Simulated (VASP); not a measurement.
Output of a VASP run:

### OSZICAR
```
       N       E                     dE             d eps       ncg     rms          rms(c)
DAV:   1     0.359928065332E+02    0.35993E+02   -0.75142E+03   864   0.120E+03
DAV:   2    -0.308806955455E+02   -0.66874E+02   -0.61584E+02  1240   0.186E+02
DAV:   3    -0.338225435618E+02   -0.29418E+01   -0.29266E+01  1140   0.399E+01
DAV:   4    -0.338554255455E+02   -0.32882E-01   -0.32851E-01  1092   0.492E+00
DAV:   5    -0.338559950794E+02   -0.56953E-03   -0.56943E-03  1104   0.617E-01    0.126E+01
DAV:   6    -0.302105261876E+02    0.36455E+01   -0.10711E+01  1064   0.209E+01    0.563E+00
DAV:   7    -0.301131157405E+02    0.97410E-01   -0.95532E-01  1108   0.648E+00    0.247E+00
DAV:   8    -0.300974379754E+02    0.15678E-01   -0.49371E-02  1032   0.165E+00    0.544E-01
DAV:   9    -0.300966584119E+02    0.77956E-03   -0.66488E-03  1080   0.626E-01    0.132E-01
DAV:  10    -0.300969167914E+02   -0.25838E-03   -0.70985E-04  1020   0.193E-01    0.547E-02
DAV:  11    -0.300969308357E+02   -0.14044E-04   -0.10724E-04  1012   0.824E-02    0.126E-02
DAV:  12    -0.300969320621E+02   -0.12264E-05   -0.40852E-06  1084   0.163E-02    0.292E-03
DAV:  13    -0.300969324785E+02   -0.41646E-06   -0.21544E-07   892   0.395E-03    0.184E-03
DAV:  14    -0.300969325268E+02   -0.48236E-07   -0.18379E-08   620   0.119E-03
   1 F= -.31307005E+02 E0= -.31307005E+02  d E =0.000000E+00
```

**OUTCAR**
```
------------------------ aborting loop because EDIFF is reached ----------------------------------------
 Edisp (eV)   -1.21007
  FORCE on cell =-STRESS in cart. coord.  units (eV):
  Direction    XX          YY          ZZ          XY          YZ          ZX
  --------------------------------------------------------------------------------------
  Total       0.01485     0.01485    -0.07206     0.00000     0.00000     0.00000
  in kB       0.57853     0.57853    -2.80735     0.00000     0.00000     0.00000
  external pressure =       -0.55 kB  Pullay stress =        0.00 kB
  volume of cell :       41.13
      direct lattice vectors                 reciprocal lattice vectors
     1.534751383 -2.658267131  0.000000000     0.325785665 -0.188092459  0.000000000
     1.534751383  2.658267131  0.000000000     0.325785665  0.188092459  0.000000000
     0.000000000  0.000000000  5.040272402     0.000000000  0.000000000  0.198401975
  FREE ENERGIE OF THE ION-ELECTRON SYSTEM (eV)
  ---------------------------------------------------
  free  energy   TOTEN  =       -31.3070045838 eV

  energy  without entropy=      -31.3070045838  energy(sigma->0) =      -31.30700458

 total charge

# of ion       s       p       d       tot
------------------------------------------
    1        0.709   0.972   0.000   1.681
    2        0.709   0.972   0.000   1.681
    3        0.838   1.717   0.000   2.555
    4        0.838   1.717   0.000   2.555
--------------------------------------------------
tot          3.095   5.378   0.000   8.472

 Electric field gradients after diagonalization (V/A^2)
 (convention: |V_zz| > |V_xx| > |V_yy|)
----------------------------------------------------------------------
 ion       V_xx      V_yy      V_zz     asymmetry (V_yy - V_xx)/ V_zz
----------------------------------------------------------------------
   1      -1.721    -1.721     3.442       0.000
   2      -1.721    -1.721     3.442       0.000
   3      -1.104    -1.104     2.208       0.000
   4      -1.104    -1.104     2.208       0.000
```
(Selected blocks of OUTCAR.)

### POSCAR
```
SiC
1
    1.5347513827    -2.6582671307     0.0000000000
    1.5347513827     2.6582671307     0.0000000000
    0.0000000000     0.0000000000     5.0402724018
Si C
2 2
Direct
  0.6666670000   0.3333330000   0.4996118854
  0.3333330000   0.6666670000   0.9996118854
  0.6666670000   0.3333330000   0.8753881146
  0.3333330000   0.6666670000   0.3753881146
```

### Question
Reconstruct the remaining input files.

### Answer
Several could match; the one computed here: the input of the run itself, PBE GGA with D3 dispersion (Becke-Johnson damping), plane waves, VASP's PBE PAW potentials (set 64).

**INCAR**
```
SYSTEM=SiC
PREC=Accurate; ENCUT=520; LREAL=.FALSE.
LASPH=.TRUE.
EDIFF=1E-7; NELM=100; ALGO=Normal
ISMEAR=-5
GGA=PE; IVDW=12
ISIF=2
LWAVE=.FALSE.; LCHARG=.TRUE.; LORBIT=11
NEDOS=601
LEFG=.TRUE.
```

File KPOINTS:
```
Automatic mesh
0
Gamma
9 9 5
0 0 0
```

POTCAR, in this order: Si C (PBE.64 set). Program: vasp_std.

The compound is SiC in the wurtzite structure, the rare 2H polytype. It was relaxed first.
